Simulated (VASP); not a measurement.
The system is InAs.

```
CELL_PARAMETERS angstrom
0.00000 3.01800 3.01800
3.01800 0.00000 3.01800
3.01800 3.01800 0.00000
ATOMIC_POSITIONS crystal
In 0.00000 0.00000 0.00000
As 0.25000 0.25000 0.25000
```

```yaml
Program: VASP 6.6.1
Task: relaxation of cell and atoms
Functional: r2SCAN
Dispersion: rVV10
Potentials_or_basis: VASP PAW PBE potentials, release 64 (In_d, As)
Cutoff: 600 eV
k_mesh: 6 × 6 × 6
Occupations: gaussian, width 0.01 eV
Spin: no spin polarisation
```

At the start: pressure 1.6 GPa; volume 27.49 Å³/atom.

**Question.** Where does the relaxation end?

**Answer.** Over 3 steps the energy falls by 3.4 meV/atom and the volume is 28.18 Å³/atom (+2.5 %); space group F-43m (No. 216, to 0.05 Å).

Step by step:
```
step  energy change (eV)  largest force (eV/Å)  pressure (GPa)  volume (Å³)
   1              0.0000                0.0000            1.60        54.98
   2             -0.0045                0.0000           -0.87        57.19
   3             -0.0067                0.0000            0.00        56.36
```

Final structure:
```cif
data_structure
_symmetry_space_group_name_H-M 'P 1'
_symmetry_Int_Tables_number 1
_cell_length_a 4.3036
_cell_length_b 4.3036
_cell_length_c 4.3036
_cell_angle_alpha 60.000
_cell_angle_beta 60.000
_cell_angle_gamma 60.000
_cell_volume 56.36
loop_
_atom_site_label
_atom_site_type_symbol
_atom_site_fract_x
_atom_site_fract_y
_atom_site_fract_z
_atom_site_occupancy
In1 In 0.00000 0.00000 0.00000 1
As1 As 0.25000 0.25000 0.25000 1
```

Caveat: the PAW data sets were made with another functional, which shifts forces and pressure a little.
